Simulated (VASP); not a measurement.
Calculation: revTPSS meta-GGA, VASP's PBE PAW potentials (set 64) (plane waves; VASP).

The input files of a VASP run:

**POSCAR**
```
InAs
3.0268680
  0.0000000000   1.0000000301   1.0000000301
  1.0000000301   0.0000000000   1.0000000301
  1.0000000301   1.0000000301   0.0000000000
In As
1 1
direct
  0.0000000000   0.0000000000   0.0000000000
  0.2500000000   0.2500000000   0.2500000000
```

File KPOINTS:
```
Regular mesh
0
G
10 10 10
```

### INCAR
```
SYSTEM = InAs
PREC = Accurate
ENCUT = 520
EDIFF = 1E-7
NELM = 100
ALGO = Normal
LREAL = .FALSE.
LASPH = .TRUE.
ISMEAR = 1
SIGMA = 0.1
METAGGA = RTPSS
LMIXTAU = .TRUE.
LMAXMIX = 4
LWAVE = .FALSE.
LCHARG = .FALSE.
ISIF = 2
```

POTCAR, in this order: In_d As (PBE.64 set). Program: vasp_std.

Output

**OSZICAR**
```
       N       E                     dE             d eps       ncg     rms          rms(c)
DAV:   1     0.135229118589E+03    0.13523E+03   -0.85745E+03  1222   0.151E+03
DAV:   2     0.192995420420E+02   -0.11593E+03   -0.11295E+03  1247   0.336E+02
DAV:   3     0.111725039513E+02   -0.81270E+01   -0.80748E+01  1620   0.972E+01
DAV:   4     0.109794461128E+02   -0.19306E+00   -0.19293E+00  1380   0.160E+01
DAV:   5     0.109727044055E+02   -0.67417E-02   -0.67413E-02  1703   0.265E+00    0.676E+00
DAV:   6     0.168328554537E+02    0.58602E+01   -0.10010E+01  1272   0.646E+01    0.237E+00
DAV:   7     0.165591607171E+02   -0.27369E+00   -0.34824E-01  1783   0.905E+00    0.172E+00
DAV:   8     0.176344874548E+02    0.10753E+01   -0.17359E+00  1227   0.187E+01    0.912E-01
DAV:   9     0.167346961656E+02   -0.89979E+00   -0.12620E+00  1222   0.151E+01    0.401E-01
DAV:  10     0.166749179550E+02   -0.59778E-01   -0.14644E-01  1222   0.529E+00    0.426E-01
DAV:  11     0.166335255110E+02   -0.41392E-01   -0.87481E-03  1547   0.170E+00    0.223E-01
DAV:  12     0.165987045492E+02   -0.34821E-01   -0.16827E-02  1227   0.194E+00    0.996E-02
DAV:  13     0.165990669304E+02    0.36238E-03   -0.38184E-03  1282   0.770E-01    0.851E-02
DAV:  14     0.165986844580E+02   -0.38247E-03   -0.25564E-03  1332   0.850E-01    0.549E-02
DAV:  15     0.165979954403E+02   -0.68902E-03   -0.10369E-04  1342   0.872E-02    0.403E-02
DAV:  16     0.165975262081E+02   -0.46923E-03   -0.23460E-04  1262   0.160E-01    0.278E-02
DAV:  17     0.165974453727E+02   -0.80835E-04   -0.45949E-05  1312   0.710E-02    0.193E-02
DAV:  18     0.165974452166E+02   -0.15608E-06   -0.13228E-06  1522   0.125E-02    0.170E-02
DAV:  19     0.165974508171E+02    0.56005E-05   -0.73221E-06  1373   0.559E-02    0.430E-03
DAV:  20     0.165974495685E+02   -0.12486E-05   -0.24854E-06  1587   0.272E-02    0.284E-03
DAV:  21     0.165974489889E+02   -0.57959E-06   -0.30688E-07  1278   0.103E-02    0.238E-03
DAV:  22     0.165974491033E+02    0.11437E-06   -0.63442E-07  1237   0.111E-02    0.151E-03
DAV:  23     0.165974489475E+02   -0.15585E-06   -0.23630E-07  1252   0.757E-03    0.159E-03
DAV:  24     0.165974489298E+02   -0.17676E-07   -0.28077E-08   821   0.211E-03
   1 F= 0.16597449E+02 E0= 0.16597366E+02  d E =0.250065E-03
```

### OUTCAR
```
------------------------ aborting loop because EDIFF is reached ----------------------------------------
  FORCE on cell =-STRESS in cart. coord.  units (eV):
  Direction    XX          YY          ZZ          XY          YZ          ZX
  --------------------------------------------------------------------------------------
  Total        0.6240543      0.6240543      0.6240543     -0.0000000      0.0000000      0.0000000
  in kB       18.0269602     18.0269602     18.0269602     -0.0000000      0.0000000      0.0000000
  external PRESSURE =      18.0269602 kB  Pullay stress =       0.0000000 kB
  volume of cell :       55.46
      direct lattice vectors                 reciprocal lattice vectors
     0.000000000  3.026868091  3.026868091    -0.165187245  0.165187245  0.165187245
     3.026868091  0.000000000  3.026868091     0.165187245 -0.165187245  0.165187245
     3.026868091  3.026868091  0.000000000     0.165187245  0.165187245 -0.165187245
  FREE ENERGIE OF THE ION-ELECTRON SYSTEM (eV)
  ---------------------------------------------------
  free  energy   TOTEN  =        16.5974489298 eV

  energy  without entropy=       16.5971988645  energy(sigma->0) =       16.59736557
```
(Selected blocks of OUTCAR.)

The compound is InAs in the zinc blende structure. This cell is one point of a volume scan, at 0.97 of the reference volume.
